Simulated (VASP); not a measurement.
# Be2Ge (Fm-3m) in VASP: notebook, part 2 of 3

VASP 6.6.1. Earlier steps stand in the parts before.

### 3 Relaxation of cell and atoms, PBE

This run uses another cell than the first one, of 11.98 Å³/atom, 0.928 times its volume.

File INCAR:

```
SYSTEM = Be2Ge
PREC = Accurate ; ENCUT = 600
EDIFF = 1E-6 ; ISMEAR = 0
SIGMA = 0.1 ; LREAL = .False.
LASPH = .True. ; NELM = 100
ALGO = Normal ; ISIF = 3
LWAVE = .False. ; LCHARG = .False.
GGA = PE ; IBRION = 2
NSW = 100 ; EDIFFG = -0.005
```

File KPOINTS:

```
Automatic mesh
0
Gamma
  14 14 14
  0 0 0
```

File POSCAR:

```
Be2Ge
1.0
    0.0000000000      2.6191411727      2.6191411727
    2.6191411727      0.0000000000      2.6191411727
    2.6191411727      2.6191411727      0.0000000000
Be Ge
2 1
Direct
    0.7500000000      0.7500000000      0.7500000000
    0.2500000000      0.2500000000      0.2500000000
    0.0000000000      0.0000000000      0.0000000000
```

Potentials or basis: VASP PAW PBE potentials, release 64 (Be, Ge_d).

Launch:

```bash
> cat potpaw_PBE.64/Be/POTCAR potpaw_PBE.64/Ge_d/POTCAR > POTCAR
> mpirun -np 1 vasp_std > vasp.out
```

OUTCAR:

```text
SYSTEM = Be2Ge
   PREC = Accurate
   ENCUT = 600
   EDIFF = 1E-6
   ISMEAR = 0
   LREAL = .False.
   LASPH = .True.
   NELM = 100
   ISIF = 3
   GGA = PE
   IBRION = 2
   NSW = 100
   EDIFFG = -0.005

 ion  position               nearest neighbor table
   1  0.750  0.750  0.750-   3 2.27   3 2.27   3 2.27   3 2.27
   2  0.250  0.250  0.250-   3 2.27   3 2.27   3 2.27   3 2.27
   3  0.000  0.000  0.000-   1 2.27   1 2.27   1 2.27   1 2.27   2 2.27   2 2.27   2 2.27   2 2.27

  LATTYP: Found a face centered cubic cell.
 ALAT       =     5.2382823454

  Lattice vectors:

 A1 = (   0.0000000000,   2.6191411727,   2.6191411727)
 A2 = (   2.6191411727,   0.0000000000,   2.6191411727)
 A3 = (   2.6191411727,   2.6191411727,   0.0000000000)

Analysis of symmetry for initial positions (statically):
=====================================================================
 Subroutine PRICEL returns:
 Original cell was already a primitive cell.

 Routine SETGRP: Setting up the symmetry group for a
 face centered cubic supercell.

 Subroutine GETGRP returns: Found 48 space group operations
 (whereof 48 operations were pure point group operations)
 out of a pool of 48 trial point group operations.

The static configuration has the point symmetry O_h .

Analysis of symmetry for dynamics (positions and initial velocities):
=====================================================================
 Subroutine PRICEL returns:
 Original cell was already a primitive cell.

 Routine SETGRP: Setting up the symmetry group for a
 face centered cubic supercell.

 Subroutine GETGRP returns: Found 48 space group operations
 (whereof 48 operations were pure point group operations)
 out of a pool of 48 trial point group operations.

The dynamic configuration has the point symmetry O_h .
[... 142 lines left out ...]

 number of electron      17.9999990 magnetization

 Free energy of the ion-electron system (eV)
  ---------------------------------------------------
  ext. energy  EPLUGINS =         0.00000000
  ---------------------------------------------------
  free energy    TOTEN  =       -11.22476075 eV

  energy without entropy =      -11.22347012  energy(sigma->0) =      -11.22411544

------------------------ aborting loop because EDIFF is reached ----------------------------------------

  FORCE on cell =-STRESS in cart. coord.  units (eV):
  Direction    XX          YY          ZZ          XY          YZ          ZX
  --------------------------------------------------------------------------------------
  -------------------------------------------------------------------------------------
  Total        1.8374336      1.8374336      1.8374336      0.0000000     -0.0000000      0.0000000
  in kB       81.9248239     81.9248239     81.9248239      0.0000000     -0.0000000      0.0000000
  external PRESSURE =      81.9248239 kB  Pullay stress =       0.0000000 kB
[... 61 lines left out ...]
--------------------------------------- Ionic step        3  -------------------------------------------

 number of electron      18.0000013 magnetization

 Free energy of the ion-electron system (eV)
  ---------------------------------------------------
  ext. energy  EPLUGINS =         0.00000000
  ---------------------------------------------------
  free energy    TOTEN  =       -11.29315302 eV

  energy without entropy =      -11.29152312  energy(sigma->0) =      -11.29233807

 E-fermi :   6.5043     XC(G=0): -10.3483

 val. band max:        6.4885825746   @ k =   0.0714   0.0000   0.0000
 cond. band min:       6.5097238807   @ k =   0.5000   0.4286   0.0000
 fundamental gap:      0.0211413061
 Fermi energy:         6.5042979246

 k-point     1 :       0.0000    0.0000    0.0000
  band No.  band energies     occupation
      1     -18.3190      2.00000
      2     -18.3190      2.00000
      3     -18.3190      2.00000
      4     -18.2728      2.00000
      5     -18.2728      2.00000
      6      -6.2443      2.00000
      7       7.0227      0.00000
      8       7.0227      0.00000
      9       7.0227      0.00000
     10       7.1678      0.00000
     11       7.1678      0.00000
     12       7.1678      0.00000
     13      10.8728      0.00000
[... 354 lines left out ...]
  band No.  band energies     occupation
      1     -18.3184      2.00000
      2     -18.3118      2.00000
      3     -18.3115      2.00000
      4     -18.2749      2.00000
      5     -18.2705      2.00000
      6      -5.3307      2.00000
      7       2.3401      2.00000
      8       4.1173      2.00000
      9       4.6997      2.00000
     10       7.4126      0.00000
     11       9.5250      0.00000
     12      10.2702      0.00000
     13      10.3970      0.00000

 [... further k-points ...]

------------------------ aborting loop because EDIFF is reached ----------------------------------------

  FORCE on cell =-STRESS in cart. coord.  units (eV):
  Direction    XX          YY          ZZ          XY          YZ          ZX
  --------------------------------------------------------------------------------------
  -------------------------------------------------------------------------------------
  Total       -0.0095421     -0.0095421     -0.0095421      0.0000000     -0.0000000      0.0000000
  in kB       -0.3941762     -0.3941762     -0.3941762      0.0000000     -0.0000000      0.0000000
  external PRESSURE =      -0.3941762 kB  Pullay stress =       0.0000000 kB
[... 18 lines left out ...]
  FREE ENERGIE OF THE ION-ELECTRON SYSTEM (eV)
  ---------------------------------------------------
  free  energy   TOTEN  =       -11.2931530215 eV

  energy  without entropy=      -11.2915231195  energy(sigma->0) =      -11.29233807

 reached required accuracy - stopping structural energy minimisation
```

OSZICAR:

```text
N       E                     dE             d eps       ncg     rms          rms(c)
DAV:   1     0.886368089451E+02    0.88637E+02   -0.10192E+04  2854   0.337E+03
[... 22 lines left out ...]
       N       E                     dE             d eps       ncg     rms          rms(c)
DAV:   1    -0.113129735039E+02   -0.21206E-01   -0.25093E-01  3379   0.110E+01    0.808E-01
DAV:   2    -0.112976989416E+02    0.15275E-01   -0.23398E-02  3249   0.351E+00    0.400E-01
DAV:   3    -0.112935919684E+02    0.41070E-02   -0.47647E-03  3319   0.137E+00    0.124E-01
DAV:   4    -0.112931546264E+02    0.43734E-03   -0.45130E-04  3242   0.375E-01    0.416E-02
DAV:   5    -0.112931523438E+02    0.22826E-05   -0.99769E-06  3666   0.413E-02    0.153E-02
DAV:   6    -0.112931530215E+02   -0.67777E-06   -0.13962E-06  1902   0.263E-02
   3 F= -.11293153E+02 E0= -.11292338E+02  d E =-.683923E-01
```

CONTCAR:

```text
Be2Ge
   1.00000000000000
    -0.0000000000000000    2.6866490541365269    2.6866490541365273
     2.6866490541365269   -0.0000000000000000    2.6866490541365273
     2.6866490541365269    2.6866490541365269    0.0000000000000000
  Be              Ge
     2     1
Direct
     0.7500000000000000    0.7500000000000000    0.7500000000000000
     0.2500000000000000    0.2500000000000000    0.2500000000000000
     0.0000000000000000    0.0000000000000000    0.0000000000000000

  0.00000000E+00  0.00000000E+00  0.00000000E+00
  0.00000000E+00  0.00000000E+00  0.00000000E+00
  0.00000000E+00  0.00000000E+00  0.00000000E+00
```

Wall time 92 s (1 thread of Intel Xeon Platinum 8488C (Sapphire Rapids), shared host); peak memory 0.21 GiB.

Results:

* Free energy: -11.2932 eV
* Relaxed volume: 12.93 Å³/atom
* Relaxed cell: a = 3.799 Å, b = 3.799 Å, c = 3.799 Å, α = 60.00°, β = 60.00°, γ = 60.00°
* Space group after relaxing (to 0.05 Å): Fm-3m (No. 225)
* Energy gained by relaxing: 22.8 meV/atom
* Ionic steps: 3
* Pressure after relaxing: 0.0 GPa
* Band gap on the k mesh: none (metal or under the smearing width)

Step by step:
```
step  energy change (eV)  largest force (eV/Å)  pressure (GPa)  volume (Å³)
   1              0.0000                0.0000            8.19        35.93
   2             -0.0670                0.0000           -0.96        39.21
   3             -0.0684                0.0000           -0.04        38.78
```

Final structure:
```yaml
crystal:
  lattice:
    - [0.00000, 2.68665, 2.68665]
    - [2.68665, 0.00000, 2.68665]
    - [2.68665, 2.68665, 0.00000]
  atoms:
    - { symbol: Be, position: [0.75000, 0.75000, 0.75000] }
    - { symbol: Be, position: [0.25000, 0.25000, 0.25000] }
    - { symbol: Ge, position: [0.00000, 0.00000, 0.00000] }
```

Levels at points of the mesh, in eV from the Fermi level:
```
           k point  band 5  band 6  band 7  band 8  band 9  band 10  band 11  band 12  band 13
(0.00, 0.00, 0.00)  -24.78  -12.75    0.52    0.52    0.52     0.66     0.66     0.66     4.37
(0.50, 0.00, 0.00)  -24.78  -10.56   -7.58   -1.68   -1.68     1.47     1.47     2.04     5.51
(0.50, 0.50, 0.00)  -24.77   -9.73   -6.73   -4.16   -4.16    -0.09     0.05     7.89     7.89
```

[end of part 2 of 3]
